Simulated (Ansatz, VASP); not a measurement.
## InH in two plane-wave programs

Aim: how closely do two programs agree when they are given the same cell, functional and k mesh? The cell is generated by rule, not measured, and may not be a known phase. Of the first pair: The cell is taken from a series of runs on this material, whose earlier steps may have relaxed, scaled, displaced or heated it; both programs get it as it stands.

Method: plane waves, with VASP 6.6.1 beside it; relaxation of cell and atoms at PBEsol, in Ansatz 0.2.0.

**1. Starting point**

Symmetry: P6_3mc, No. 186, hexagonal system. The conventional cell has a = 3.261 Å, b = 3.261 Å, c = 6.826 Å, α = 90.00°, β = 90.00°, γ = 120.00°. Nearest to In lie 1 H at 2.02 Å. Nearest to H lie 1 In at 2.02 Å. Farther neighbours are not listed.

**2. VASP: relaxation of cell and atoms, PBEsol, pair 1**

The relaxed volume is the usual yardstick between codes: in a stiff, nearly cubic crystal its relative difference is about their pressure difference at one cell divided by the bulk modulus.

Lines of VASP's logs that name or quote its potential files are left out, and so is its time.

Input file INCAR:

```
SYSTEM = InH
PREC = Accurate
ENCUT = 500
EDIFF = 1E-07
NELM = 120
ISMEAR = 1
SIGMA = 0.2
LREAL = .FALSE.
ALGO = Normal
GGA = PS
NBANDS = 20
LORBIT = 11
LWAVE = .FALSE.
LCHARG = .FALSE.
ISIF = 3
IBRION = 2
NSW = 80
EDIFFG = -0.005
LASPH = .TRUE.
GGA_COMPAT = .FALSE.
NELMIN = 4
KPAR = 2
```

Input file POSCAR:

```
InH
1.0
    3.2607850000      0.0000000000      0.0000000000
   -1.6303920000      2.8239220000      0.0000000000
    0.0000000000      0.0000000000      6.8263840000
In H
2 2
Direct
    0.3333332901      0.6666667847      0.0395928503
    0.6666664032      0.3333332153      0.5395928503
    0.3333332901      0.6666667847      0.3354071497
    0.6666664032      0.3333332153      0.8354071497
```

Input file KPOINTS:

```
Automatic mesh
0
Gamma
15 15 8
0 0 0
```

PAW data sets: In_d and H (PBE family, release 64).

On the command line:

```sh
$ mpirun -np 2 vasp_std
```

Numbers of over 12 decimals in the logs are rounded to 6 here.

The log of the run:

```text
[banner, memory and clock lines left out]
running    2 mpi-ranks, on    1 nodes
 distrk:  each k-point on    1 cores,    2 groups
 distr:  one band on    1 cores,    1 groups

 POSCAR found type information on POSCAR InH
 POSCAR found :  2 types and       4 ions
|                                                                             |
|               ----> ADVICE to this user running VASP <----                  |
|                                                                             |
|     You enforced a specific xc type in the INCAR file but a different       |
|     [... a line on the potential file left out ...]
|     I HOPE YOU KNOW WHAT YOU ARE DOING!                                     |
|                                                                             |

 LDA part: xc-table for (Slater+PW92), standard interpolation
 POSCAR, INCAR and KPOINTS ok, starting setup
 FFT: planning ... GRIDC
 FFT: planning ... GRID_SOFT
 FFT: planning ... GRID
 WAVECAR not read
 entering main loop
       N       E                     dE             d eps       ncg     rms          rms(c)
DAV:   1     0.217110810479E+03    0.21711E+03   -0.13729E+04  5400   0.180E+03
DAV:   2     0.519903917762E+01   -0.21191E+03   -0.20771E+03  5432   0.382E+02
DAV:   3    -0.108198074483E+02   -0.16019E+02   -0.15834E+02  6456   0.124E+02
DAV:   4    -0.113095855052E+02   -0.48978E+00   -0.48921E+00  6288   0.235E+01
DAV:   5    -0.113368062819E+02   -0.27221E-01   -0.27219E-01  7984   0.470E+00    0.487E+00
DAV:   6    -0.109558373604E+02    0.38097E+00   -0.57567E-01  7196   0.947E+00    0.233E+00
DAV:   7    -0.109054901191E+02    0.50347E-01   -0.34881E-01  7476   0.428E+00    0.625E-01
DAV:   8    -0.109053593948E+02    0.13072E-03   -0.33710E-02  6180   0.203E+00    0.230E-01
DAV:   9    -0.109054586437E+02   -0.99249E-04   -0.17287E-03  8104   0.371E-01    0.237E-01
DAV:  10    -0.109055081518E+02   -0.49508E-04   -0.13271E-04  6576   0.759E-02    0.594E-02
DAV:  11    -0.109054986391E+02    0.95127E-05   -0.56305E-05  7208   0.754E-02    0.548E-02
DAV:  12    -0.109054987017E+02   -0.62570E-07   -0.91172E-06  7092   0.219E-02    0.608E-03
DAV:  13    -0.109054989667E+02   -0.26502E-06   -0.67051E-07  5636   0.531E-03    0.648E-03
DAV:  14    -0.109054987866E+02    0.18004E-06   -0.83467E-08  3180   0.238E-03    0.163E-03
DAV:  15    -0.109054987683E+02    0.18384E-07   -0.23122E-08  2916   0.181E-03
   1 F= -.10905499E+02 E0= -.10906865E+02  d E =-.109055E+02
 curvature:   0.00 expect dE= 0.000E+00 dE for cont linesearch  0.000E+00
 trial: gam= 0.00000 g(F)=  0.771E-07 g(S)=  0.406E-04 ort = 0.000E+00 (trialstep = 0.100E+01)
 search vector abs. value=  0.406E-04
 bond charge predicted
       N       E                     dE             d eps       ncg     rms          rms(c)
DAV:   1    -0.109059770489E+02   -0.47826E-03   -0.11498E-02  6192   0.189E+00    0.124E-01
DAV:   2    -0.109055802714E+02    0.39678E-03   -0.86259E-04  6132   0.560E-01    0.458E-02
DAV:   3    -0.109055254486E+02    0.54823E-04   -0.19403E-04  6728   0.253E-01    0.123E-02
DAV:   4    -0.109055253860E+02    0.62519E-07   -0.81975E-06  5680   0.241E-02    0.967E-03
DAV:   5    -0.109055258618E+02   -0.47577E-06   -0.16367E-06  4636   0.807E-03    0.359E-03
DAV:   6    -0.109055263859E+02   -0.52406E-06   -0.30613E-07  5060   0.369E-03    0.989E-04
DAV:   7    -0.109055265983E+02   -0.21241E-06   -0.52693E-08  2892   0.289E-03    0.283E-04
DAV:   8    -0.109055266092E+02   -0.10933E-07   -0.14459E-08  2828   0.187E-03
   2 F= -.10905527E+02 E0= -.10906897E+02  d E =-.278410E-04
 trial-energy change:   -0.000028  1 .order   -0.000027   -0.000041   -0.000014
 step:   1.5404(harm=  1.5404)  dis= 0.00005  next Energy=   -10.905530 (dE=-0.313E-04)
 reached required accuracy - stopping structural energy minimisation
```

Parts of OUTCAR (step 2):

```text
ion  position               nearest neighbor table
   1  0.333  0.667  0.040-   3 2.02   4 2.34   4 2.34   4 2.34   2 3.90   2 3.90   2 3.90   2 3.90
                             2 3.90   2 3.90
   2  0.667  0.333  0.540-   4 2.02   3 2.34   3 2.34   3 2.34   1 3.90   1 3.90   1 3.90   1 3.90
                             1 3.90   1 3.90
   3  0.333  0.667  0.335-   1 2.02   2 2.34   2 2.34   2 2.34
   4  0.667  0.333  0.835-   2 2.02   1 2.34   1 2.34   1 2.34

  LATTYP: Found a hexagonal cell.
 ALAT       =     3.2607850000
 C/A-ratio  =     2.0934787175

 Subroutine GETGRP returns: Found 12 space group operations
 (whereof  6 operations were pure point group operations)

The static configuration has the point symmetry C_3v.
 The point group associated with its full space group is C_6v.

 Found    135 irreducible k-points:

   k-points           NKPTS =    135   k-points in BZ     NKDIM =    135   number of bands    NBANDS=     20

   dimension x,y,z NGX =    24 NGY =   24 NGZ =   50
   dimension x,y,z NGXF=    48 NGYF=   48 NGZF=  100

   ENCUT  =  500.0 eV  36.75 Ry    6.06 a.u.   5.95  5.95 12.45*2*pi/ulx,y,z

   NELECT =      28.0000    total number of electrons

 k-points in reciprocal lattice and weights: Automatic mesh
   0.00000000  0.00000000  0.00000000       0.001
   0.06666667 -0.00000000  0.00000000       0.003
   0.13333333  0.00000000  0.00000000       0.003
   0.20000000  0.00000000  0.00000000       0.003
   0.26666667  0.00000000  0.00000000       0.003
   0.33333333  0.00000000  0.00000000       0.003
   0.40000000 -0.00000000  0.00000000       0.003
   0.46666667 -0.00000000  0.00000000       0.003
   0.06666667  0.06666667  0.00000000       0.003
[...]
0.33333333  0.26666667  0.50000000       0.007
   0.33333333  0.33333333  0.50000000       0.001

 average (electrostatic) potential at core
       1 -94.9862       2 -94.9862       3 -30.4616       4 -30.4616

 E-fermi :   6.1681

 k-point     1 :       0.0000    0.0000    0.0000
  band No.  band energies     occupation
    ...
      9      -8.2498      2.00000
     10      -8.2498      2.00000
     11      -4.0538      2.00000
     12      -1.1181      2.00000
     13       0.0451      2.00000
     14       8.1768     -0.00000
     15      10.2698      0.00000
     16      13.1681      0.00000
     17      15.3433      0.00000
     18      15.3433      0.00000
    ...

 k-point     2 :       0.0667   -0.0000    0.0000
  band No.  band energies     occupation
    ...
      9      -8.2618      2.00000
     10      -8.2509      2.00000
     11      -3.9681      2.00000
     12      -1.0355      2.00000
     13       0.1268      2.00000
     14       8.2030     -0.00000
     15      10.2985      0.00000
     16      12.4990      0.00000
     17      14.8355      0.00000
     18      14.9801      0.00000
    ...

 k-point     3 :       0.1333    0.0000    0.0000
  band No.  band energies     occupation
    ...
      9      -8.2939      2.00000
     10      -8.2543      2.00000
     11      -3.7101      2.00000
     12      -0.7875      2.00000
     13       0.3680      2.00000
     14       8.2317     -0.00000
     15      10.3838      0.00000
     16      11.0417      0.00000
     17      13.9299      0.00000
     18      14.1678      0.00000
    ...

  Total       -0.0149024     -0.0149024     -0.0042886     -0.0000000      0.0000000     -0.0000000
  in kB       -0.3802987     -0.3802985     -0.1094435     -0.0000001      0.0000000     -0.0000000
  external PRESSURE =      -0.2900136 kB  Pullay stress =       0.0000000 kB

  energy-cutoff  :      500.00
  volume of cell :       62.78
      direct lattice vectors                 reciprocal lattice vectors
     3.259402109 -0.000000000  0.000000000     0.306804735  0.177133782 -0.000000000
    -1.629700555  2.822724382 -0.000000000     0.000000000  0.354267674 -0.000000000
     0.000000000  0.000000000  6.823928286    -0.000000000 -0.000000000  0.146543158

 POSITION                                       TOTAL-FORCE (eV/Angst)
 -----------------------------------------------------------------------------------
     -0.00000      1.88182      0.27021         0.000000      0.000000      0.000587
      1.62970      0.94091      3.68217        -0.000000     -0.000000      0.000587
     -0.00000      1.88182      2.28876        -0.000000     -0.000000     -0.000587
      1.62970      0.94091      5.70073         0.000000      0.000000     -0.000587
 -----------------------------------------------------------------------------------
    total drift:                                0.000419      0.000000     -0.000671

  FREE ENERGIE OF THE ION-ELECTRON SYSTEM (eV)
  ---------------------------------------------------
  free  energy   TOTEN  =       -10.9055266092 eV

  energy  without entropy=      -10.9096386075  energy(sigma->0) =      -10.90689728

 reached required accuracy - stopping structural energy minimisation

 total charge
# of ion       s       p       d       tot
------------------------------------------
    1        0.984   0.514   9.865  11.363
    2        0.984   0.514   9.865  11.363
    3        0.454   0.011   0.000   0.465
    4        0.454   0.011   0.000   0.465
--------------------------------------------------
tot          2.875   1.051  19.731  23.657

[... 3 further parts left out ...]
```

CONTCAR:

```
InH
   1.00000000000000
     3.2594021088634100   -0.0000000002448528    0.0000000000000000
    -1.6297005548558028    2.8227243820897279   -0.0000000000000000
     0.0000000000000000    0.0000000000000000    6.8239282864435262
  In              H
     2     2
Direct
     0.3333332901000006    0.6666667846999985    0.0395973167501680
     0.6666664031999971    0.3333332153000015    0.5395973167501681
     0.3333332901000006    0.6666667846999985    0.3354026832498320
     0.6666664031999971    0.3333332153000015    0.8354026832498319
```

**3. Ansatz: relaxation of cell and atoms, PBEsol, pair 1**

Ansatz runs on its default PAW (the set named soft_2) files.

The same cell, functional, mesh and smearing now go to Ansatz, which takes its cutoff from its data sets.

Input file input.yaml:

```yaml
crystal:
  lattice:
    - [3.2607846561, 0.0, 0.0]
    - [-1.6303923281, 2.8239223485, 0.0]
    - [0.0, 0.0, 6.8263842948]
  atoms:
    - { symbol: In, position: [0.3333333333, 0.6666666667, 0.0395928465] }
    - { symbol: In, position: [0.6666666667, 0.3333333333, 0.5395928465] }
    - { symbol: H, position: [0.3333333333, 0.6666666667, 0.3354071535] }
    - { symbol: H, position: [0.6666666667, 0.3333333333, 0.8354071535] }
kpoints:
  mp_grid: { grid: [15, 15, 8] }
hamiltonian:
  xc: pbesol
scf:
  occupations: { method: methfessel_paxton, width: 0.2 }
output:
  forces: true
  stress: true
  eigenvalues: true
relax:
  adjacent_minimum: "off"
  f_tol: 0.001
  max_steps: 60
  cell: { stress_tol: 0.01 }
```

On the command line:

```sh
$ ansatz run input.yaml --threads 4 --pin off --max-ram 7168MiB --backend cpu --events-out ev --progress --plain --runs-dir out
```

The log of the run:

```text
Engine: ansatz 0.2.0, aarch64-unknown-linux-gnu
Pseudopotentials: kind: paw
Pseudopotential: In, paw, valence charge 13, recommended cutoff 420 eV (normal), In.paw.azcp
Pseudopotential: H, paw, valence charge 1, recommended cutoff 420 eV (normal), H.paw.azcp
Functional definition: PBEsol
  exchange = pbesol_x
  correlation = pbesol_c
Crystal: 4 atoms, lattice volume = 62.859 Å³
Basis set: ecut = 420 eV, 1259 PW (Γ), exchange–correlation on 48×48×96 points (8 copies of the dense FFT grid, shifted against one another)
Bands: 18, of which v1, the nominal top of the filled ones, is band 14 counted from 1 (13 counted from 0)
Symmetry: 12 space group operations
Space group: P63mc (ITA 186), of the structure as read, at distance tolerance 4.0e-5 Å
k-points: 135 of 1800 (time reversal used)
Non-local potential: In, projectors of the file, l = 0: 2, l = 1: 2, l = 2: 2, l = 3: 2
Non-local potential: H, projectors of the file, l = 0: 2, l = 1: 1
PAW form: soft (Blöchl's): semilocal exchange-correlation on the pseudo side does not see the compensation charge
PAW frozen core: In, regenerated for the run's functional, and the local potential with it (the file was generated under x = pbe(κ = 0.804, μ = 0.219515), c = pbe(β = 0.066725))
PAW one-centre angular grid: In, 590 points (default); XC on 64 Gauss nodes
PAW one-centre angular grid: H, 110 points (default); XC on 64 Gauss nodes
Initial density: superposition of atomic densities (neutral atoms: chi_scale 0, normalization atom), corrected by the library's trained network
Initial wavefunctions: pseudopotential atomic-orbital guess
Functional: x = pbesol(κ = 0.804, μ = 0.123457), c = pbesol(β = 0.046)
SCF iter   1: F=—  HF=-11080.477250 eV  |F-HF|=—  |Δ(HF+E_count)|=         —  Δρ=9.25e-3  dr2=5.20e-2  ethr=1.77e-3  ⟨swp⟩=5.3  Hψ=11266  notcnv=0
preconditioner: auto → none  [insulator: Δε(μ)=0.133 eV  Ē_g=14.934 eV  σ=0.200 eV  W_gap=0.53  n_scr=10 (ndim 8)  ℏωp=24.8 eV  f_vac=0.000  D(μ)=0.49/eV (n_scr^D=2)  ε∞_Penn≈3.8]
SCF iter   2: F=—  HF=-11080.457182 eV  |F-HF|=—  |Δ(HF+E_count)|=   2.01e-2  S|Δr|=    0.00e0  Δρ=1.81e-3  dr2=1.62e-3  ethr=1.86e-4  ⟨swp⟩=1.5  Hψ=3715  notcnv=0
SCF iter   3: F=—  HF=-11080.456954 eV  |F-HF|=—  |Δ(HF+E_count)|=   2.28e-4  S|Δr|=    0.00e0  Δρ=5.28e-4  dr2=1.18e-4  ethr=5.78e-6  ⟨swp⟩=2.2  Hψ=4204  notcnv=0
SCF iter   4: F=—  HF=-11080.456962 eV  |F-HF|=—  |Δ(HF+E_count)|=   8.70e-6  S|Δr|=    0.00e0  Δρ=1.52e-4  dr2=1.20e-5  ethr=4.22e-7  ⟨swp⟩=2.8  Hψ=4358  notcnv=0
SCF iter   5: F=—  HF=-11080.456967 eV  |F-HF|=—  |Δ(HF+E_count)|=   4.65e-6  S|Δr|=    0.00e0  Δρ=1.88e-5  dr2=1.41e-7  ethr=4.30e-8  ⟨swp⟩=2.3  Hψ=3117  notcnv=0
SCF iter   6: F=-11080.456967 eV  HF=-11080.456967 eV  |F-HF|=3.35e-9  |Δ(HF+E_count)|=   1.23e-7  S|Δr|=    0.00e0  Δρ=4.17e-6  dr2=1.15e-8  ethr=3.57e-10  ⟨swp⟩=5.6  Hψ=10752  notcnv=0
SCF 1 converged in 6 iterations: F = -11080.456967 eV  dr2 = 1.15e-8
  greatest PAW one-centre occupation: 0.982 electrons in one spin orbital (limit 2), on the In atom at site 1 (counted from 0), in its partial waves of l = 2
relax step   1: F+E_penalty+E_count = -11080.45696707 eV  Δ(F+E_penalty+E_count) = +0.000e0 eV  max|allowed force component| = 5.505e-4 eV/Å  Δτ_max = 0.0000 Å  P = -0.011 GPa  Ω = 62.859 Å³  (6 SCF iters, dr2 threshold 1.00e-7 eV, accepted)
[...]
relax step   2: F+E_penalty+E_count = -11080.45698551 eV  Δ(F+E_penalty+E_count) = -1.844e-5 eV  max|allowed force component| = 5.191e-4 eV/Å  Δτ_max = 0.0002 Å  P = +0.011 GPa  Ω = 62.822 Å³  energy of the carried Pulay correction = +1.805e-5 eV  (5 SCF iters, dr2 threshold 4.71e-10 eV, accepted)
[...]
relax step   3: F+E_penalty+E_count = -11080.45697676 eV  Δ(F+E_penalty+E_count) = +8.745e-6 eV  max|allowed force component| = 1.869e-5 eV/Å  Δτ_max = 0.0001 Å  P = -0.002 GPa  Ω = 62.841 Å³  energy of the carried Pulay correction = +8.596e-6 eV  (4 SCF iters, dr2 threshold 4.53e-10 eV, accepted)
[...]
relax step   4: F+E_penalty+E_count = -11080.45696955 eV  Δ(F+E_penalty+E_count) = +7.210e-6 eV  max|allowed force component| = 1.921e-5 eV/Å  Δτ_max = 0.0000 Å  P = -0.002 GPa  Ω = 62.841 Å³  stress off target by 4.41e-3 GPa  SCF on the basis re-selected at this cell (its energy is not comparable with the rows above)  (8 SCF iters)
basis re-selected at this cell: Δ(F+E_penalty+E_count) = +7.210e-6 eV, ΔP = -0.000 GPa vs the last step (what re-selecting the basis moved, of the pressure what is left beyond the Pulay correction that the steps carried, after the strain that the cell walked since its last selection, with what the two solves' SCF thresholds leave and, on support functions, any second-order correction that the steps lacked; it is no m [...]
SCF converged after 8 iterations
Stability not checked: this state was not tested for a lower state beside it, because cold or Methfessel-Paxton smearing, or corrected tetrahedra, fill the levels in a way that the test cannot read (fill_not_monotonic; see scf.lower_state_search)
Free energy (F): -11080.456970 eV
Harris-Foulkes:  -11080.456970 eV  (|F-HF|=0.00e0)
Internal energy: -11080.461045 eV  (E = F + TS)
E sigma→0 (E₀):  -11080.457988 eV
Entropy (-TS):   0.004076 eV (1.019 meV/atom)
Fermi energy:    8.511910 eV
--- Per-component energies (eV) ---
  E_band       = -88.841971
  E_kinetic    = 508.633856
  E_local      = -2349.505490  (includes V_loc(G=0)·N_el)
  E_nonlocal   = 737.752329
  E_hartree    = 918.026984
  E_xc         = -444.967415
  E_vxc        = -222.868634  (∫ρ·V_xc dr)
  E_paw        = -8164.081489  (= ΣΔE_a)
  E_vpaw       = -598.906028  (= ΣTr[D̂ρ^β])
  E_aug_tail   = -0.001975  (compensation charges beyond the density's cutoff)
  E_ewald      = -2286.789650
  E_core_change = 0.471805  (= ΣΔE_core)
  E_smearing   = 0.004076  (= −TS)
  E_closure    = 0.000000  (closes the sum)
  Σ components = -11080.456970   (vs F -11080.456970, Δ=0.00e0)
--- Forces (eV/Å), atoms counted from 1 ---
  atom   1  In     0.00000000     0.00000000    -0.00001922
  atom   2  In     0.00000000    -0.00000000    -0.00001922
  atom   3  H      0.00000000     0.00000000     0.00001921
  atom   4  H      0.00000000    -0.00000000     0.00001921
  max |Σ_I F_I| component: 9.01e-9 eV/Å
--- Stress (GPa, compression-positive) ---
       -0.000178       0.000000      -0.000000
       -0.000000      -0.000178      -0.000000
       -0.000000      -0.000000      -0.004409
  P = ⅓ Tr σ = -0.0016 GPa (-0.016 kbar)
--- Band table (eV; the first three rows and the last of 135) ---
  k-point 0: bands = [... 10 lower, -1.7035, 1.2311, 2.3881, 10.5134, 12.6057, 15.5078, 17.6814, 17.6814]
  k-point 1: bands = [... 10 lower, -1.6512, 0.8157, 2.9077, 9.8456, 13.1602, 15.4815, 17.7256, 17.7256]
  k-point 2: bands = [... 10 lower, -1.4938, 0.1850, 3.8496, 8.6392, 13.9945, 15.3998, 17.8549, 17.8549]
  k-point 134: bands = [... 10 lower, 3.7632, 3.7632, 6.4607, 6.4607, 7.9231, 7.9231, 11.5989, 11.5989]
--- Relaxed structure (3 steps of the walk, 3 accepted, 1 SCFs on fresh bases) ---
  F+E_penalty+E_count = -11080.45696955 eV   max|allowed force component| = 1.921e-5 eV/Å   (the final SCF, on the basis selected at the relaxed cell)
  cell:  # Å, volume = 62.8411 Å³
    - [3.260184, 2.886221550966691e-11, 0]
    - [-1.630092, 2.823402, 0]
    - [0, 0.0, 6.826983]
  atoms:
    - { symbol: In, position: [0.333333, 0.666667, 0.039634] }
    - { symbol: In, position: [0.666667, 0.333333, 0.539634] }
    - { symbol: H, position: [0.333333, 0.666667, 0.335366] }
    - { symbol: H, position: [0.666667, 0.333333, 0.835366] }
```

**4. Differences**

Known differences besides the potentials themselves: the cutoff is 420 eV in Ansatz and 500 eV in VASP; Ansatz makes its cores anew for this functional, VASP keeps those of its PBE data sets; Ansatz adds a Pulay correction to the stress that steers its cell, VASP none. Total energies have different zeros and are not compared.

Both answers:

```
                                         quantity  Ansatz   VASP  difference
                                      volume (Å³)   62.84  62.78     +0.09 %
edge a after relaxation, in the typed setting (Å)   3.260  3.259     +0.02 %
edge c after relaxation, in the typed setting (Å)   6.827  6.824     +0.05 %
```

(Part 1 of 2 ends here.)

[Lines on the potential files, build, host, timing and source positions are cut from VASP's logs without a mark.]

[Logs are printed without paths, hosts, clocks, repeated set-up lines and the standing remarks that a program may print on its own settings, such as how far it seeks lower states.]

[Hosts, paths, dates, database ids (printed as entryN), source tags and the programs' standing remarks are cut or masked in the printed files.]
